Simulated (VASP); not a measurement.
Runs of VASP 6.6.1 on Al. It takes space group Fm-3m (No. 225, cubic). The conventional cell has a = 4.016 Å, b = 4.016 Å, c = 4.016 Å, α = 90.00°, β = 90.00°, γ = 90.00°. Al (site symmetry m-3m) has 12 Al at 2.84 Å as nearest neighbours. 

```csv
level,k mesh,cutoff (eV),smearing,gap on the mesh (eV),pressure (GPa)
PBEsol,28 × 28 × 28,520,gaussian 0.1 eV,none,0.0
PBEsol,18 × 18 × 18,900,gaussian 0.1 eV,none,0.0
PBEsol,18 × 18 × 18,700,gaussian 0.1 eV,none,0.0
r2SCAN,18 × 18 × 18,520,gaussian 0.1 eV,none,-1.9
PBEsol,18 × 18 × 18,520,gaussian 0.5 eV,none,(a)
```

Alike in all rows: task single point; potentials or basis VASP PAW PBE potentials, release 64 (Al); no spin polarisation; cell as given.

Question: Estimate the missing entries.

Answer: (a) 0.2.

Caveats: the PAW data sets were made with another functional, which shifts forces and pressure a little.

A k mesh can miss the band edges.

A gap of «none» marks a metal or a gap under the smearing width.

Not every run made on this cell is shown here.
